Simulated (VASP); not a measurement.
Calculation: SCAN meta-GGA, VASP's PBE PAW potentials (set 64) (plane waves; VASP).

The input files of a VASP run:

INCAR:
```
# general
SYSTEM   =  CdSe
PREC     =  Accurate
ENCUT    =  520   # plane-wave cut-off (eV)
LREAL    =  .False.   # projection in real space or not
LASPH    =  .True.   # aspherical one-centre terms

# electronic loop
EDIFF    =  1E-6   # SCF stop (eV)
NELM     =  100
ALGO     =  Normal   # blocked Davidson
LMAXMIX  =  4
LMIXTAU  =  .True.

# smearing
ISMEAR   =  0   # Gaussian
SIGMA    =  0.05

# functional
METAGGA  =  SCAN

# ions
IBRION   =  2   # conjugate gradients
NSW      =  60
ISIF     =  3   # ions, shape and volume
EDIFFG   =  -0.02   # ionic stop

# output
LWAVE    =  .False.
LCHARG   =  .False.
```

File KPOINTS:
```
Automatic mesh
0
Gamma
5 5 3
0 0 0
```

### POSCAR
```
CdSe
1.0
  2.1622727506  -3.7451660235   0.0000000000
  2.1622727506   3.7451660235   0.0000000000
  0.0000000000   0.0000000000   7.0344088285
Cd Se
2 2
direct
  0.6666670000   0.3333330000   0.5001200235
  0.3333330000   0.6666670000   0.0001200235
  0.6666670000   0.3333330000   0.8758799765
  0.3333330000   0.6666670000   0.3758799765
```

POTCAR, in this order: Cd Se (PBE.64 set). Program: vasp_std.

The run wrote:

File OSZICAR:
```
       N       E                     dE             d eps       ncg     rms          rms(c)
DAV:   1     0.148937505474E+03    0.14894E+03   -0.17364E+04   440   0.150E+03
DAV:   2    -0.996764719217E+02   -0.24861E+03   -0.24382E+03   494   0.357E+02
DAV:   3    -0.113678165350E+03   -0.14002E+02   -0.13923E+02   530   0.846E+01
DAV:   4    -0.113804278296E+03   -0.12611E+00   -0.12605E+00   470   0.780E+00
DAV:   5    -0.113805330270E+03   -0.10520E-02   -0.10519E-02   530   0.651E-01    0.816E+00
DAV:   6    -0.107448648401E+03    0.63567E+01   -0.94107E+00   500   0.427E+01    0.103E+01
DAV:   7    -0.105618991985E+03    0.18297E+01   -0.69598E-01   440   0.906E+00    0.735E+00
DAV:   8    -0.104357904393E+03    0.12611E+01   -0.29703E-01   440   0.537E+00    0.175E+00
DAV:   9    -0.103492676197E+03    0.86523E+00   -0.48075E-01   440   0.677E+00    0.933E-01
DAV:  10    -0.103508892480E+03   -0.16216E-01   -0.10114E-02   536   0.598E-01    0.986E-01
DAV:  11    -0.103388115487E+03    0.12078E+00   -0.23339E-02   440   0.137E+00    0.155E+00
DAV:  12    -0.103499483479E+03   -0.11137E+00   -0.25032E-01   440   0.340E+00    0.660E-01
DAV:  13    -0.103717010625E+03   -0.21753E+00   -0.73379E-02   440   0.294E+00    0.624E-01
DAV:  14    -0.103732260007E+03   -0.15249E-01   -0.97301E-03   476   0.114E+00    0.459E-01
DAV:  15    -0.103740990403E+03   -0.87304E-02   -0.20517E-02   446   0.151E+00    0.402E-01
DAV:  16    -0.103724268616E+03    0.16722E-01   -0.11066E-02   452   0.102E+00    0.296E-01
DAV:  17    -0.103724769657E+03   -0.50104E-03   -0.24525E-03   464   0.466E-01    0.148E-01
DAV:  18    -0.103739719475E+03   -0.14950E-01   -0.11059E-02   440   0.101E+00    0.167E-01
DAV:  19    -0.103741784717E+03   -0.20652E-02   -0.75279E-04   482   0.205E-01    0.178E-01
DAV:  20    -0.103742777053E+03   -0.99234E-03   -0.18740E-04   440   0.133E-01    0.141E-01
DAV:  21    -0.103743398441E+03   -0.62139E-03   -0.18913E-03   464   0.299E-01    0.460E-02
DAV:  22    -0.103743458370E+03   -0.59929E-04   -0.11521E-04   458   0.111E-01    0.298E-02
DAV:  23    -0.103743521864E+03   -0.63494E-04   -0.44470E-05   464   0.671E-02    0.326E-02
DAV:  24    -0.103743556504E+03   -0.34640E-04   -0.10131E-05   464   0.227E-02    0.421E-02
DAV:  25    -0.103743564621E+03   -0.81173E-05   -0.24517E-05   452   0.355E-02    0.177E-02
DAV:  26    -0.103743563723E+03    0.89827E-06   -0.80008E-06   476   0.170E-02
   1 F= -.10374356E+03 E0= -.10374356E+03  d E =-.103744E+03
       N       E                     dE             d eps       ncg     rms          rms(c)
DAV:   1    -0.103789655408E+03   -0.46091E-01   -0.11580E+00   458   0.117E+01    0.172E+00
DAV:   2    -0.103749024187E+03    0.40631E-01   -0.13120E-01   446   0.464E+00    0.576E-01
DAV:   3    -0.103747727085E+03    0.12971E-02   -0.98418E-03   452   0.999E-01    0.506E-01
DAV:   4    -0.103742067693E+03    0.56594E-02   -0.87443E-03   440   0.839E-01    0.150E-01
DAV:   5    -0.103744850550E+03   -0.27829E-02   -0.61295E-03   440   0.816E-01    0.453E-02
DAV:   6    -0.103745148289E+03   -0.29774E-03   -0.24766E-03   440   0.538E-01    0.562E-02
DAV:   7    -0.103745592015E+03   -0.44373E-03   -0.37841E-04   452   0.232E-01    0.114E-02
DAV:   8    -0.103745614317E+03   -0.22303E-04   -0.28060E-05   458   0.633E-02    0.153E-02
DAV:   9    -0.103745638365E+03   -0.24047E-04   -0.61910E-05   440   0.101E-01    0.174E-03
DAV:  10    -0.103745640037E+03   -0.16725E-05   -0.88954E-06   440   0.379E-02    0.315E-03
DAV:  11    -0.103745637354E+03    0.26829E-05   -0.13136E-06   294   0.151E-02    0.804E-04
DAV:  12    -0.103745639555E+03   -0.22002E-05   -0.43659E-07   292   0.744E-03    0.608E-04
DAV:  13    -0.103745639789E+03   -0.23407E-06   -0.52568E-08   220   0.248E-03
   2 F= -.10374564E+03 E0= -.10374564E+03  d E =-.207607E-02
       N       E                     dE             d eps       ncg     rms          rms(c)
DAV:   1    -0.103746963773E+03   -0.13242E-02   -0.30030E-02   458   0.187E+00    0.268E-01
DAV:   2    -0.103745442537E+03    0.15212E-02   -0.35009E-03   440   0.757E-01    0.891E-02
DAV:   3    -0.103745473853E+03   -0.31316E-04   -0.26611E-04   452   0.163E-01    0.779E-02
DAV:   4    -0.103745529706E+03   -0.55853E-04   -0.22846E-04   440   0.136E-01    0.222E-02
DAV:   5    -0.103745671269E+03   -0.14156E-03   -0.16989E-04   440   0.138E-01    0.741E-03
DAV:   6    -0.103745672777E+03   -0.15077E-05   -0.70199E-05   440   0.916E-02    0.960E-03
DAV:   7    -0.103745697073E+03   -0.24296E-04   -0.10111E-05   452   0.381E-02    0.184E-03
DAV:   8    -0.103745693609E+03    0.34635E-05   -0.62547E-07   298   0.926E-03    0.227E-03
DAV:   9    -0.103745696252E+03   -0.26430E-05   -0.14913E-06   288   0.156E-02    0.461E-04
DAV:  10    -0.103745695849E+03    0.40263E-06   -0.21190E-07   220   0.510E-03
   3 F= -.10374570E+03 E0= -.10374570E+03  d E =-.213213E-02
```

### OUTCAR
```
------------------------ aborting loop because EDIFF is reached ----------------------------------------
  FORCE on cell =-STRESS in cart. coord.  units (eV):
  Direction    XX          YY          ZZ          XY          YZ          ZX
  --------------------------------------------------------------------------------------
  Total       -0.0689392     -0.0689392     -0.0119005      0.0000000      0.0000000      0.0000000
  in kB       -0.9599545     -0.9599544     -0.1657108      0.0000000      0.0000000      0.0000000
  external PRESSURE =      -0.6952066 kB  Pullay stress =       0.0000000 kB
  volume of cell :      115.06
      direct lattice vectors                 reciprocal lattice vectors
     2.167692635 -3.754553537  0.000000000     0.230660008 -0.133171626  0.000000000
     2.167692635  3.754553537  0.000000000     0.230660008  0.133171626  0.000000000
     0.000000000  0.000000000  7.068713066     0.000000000  0.000000000  0.141468467
  FREE ENERGIE OF THE ION-ELECTRON SYSTEM (eV)
  ---------------------------------------------------
  free  energy   TOTEN  =      -103.7456958495 eV

  energy  without entropy=     -103.7456958495  energy(sigma->0) =     -103.74569585

 reached required accuracy - stopping structural energy minimisation
```
(Selected blocks of OUTCAR.)

**CONTCAR**
```
CdSe
   1.00000000000000
     2.1676926350629380   -3.7545535369535186    0.0000000000000000
     2.1676926350629380    3.7545535369535186    0.0000000000000000
     0.0000000000000000    0.0000000000000000    7.0687130661284527
  Cd              Se
     2     2
Direct
     0.6666669999999968    0.3333330000000032    0.4999996010018727
     0.3333330000000032    0.6666669999999968    0.9999996010018727
     0.6666669999999968    0.3333330000000032    0.8760003989981321
     0.3333330000000032    0.6666669999999968    0.3760003989981320
```

The compound is CdSe in the wurtzite structure. This run relaxes it. Symmetry was kept, so distortions that lower it aren't found.
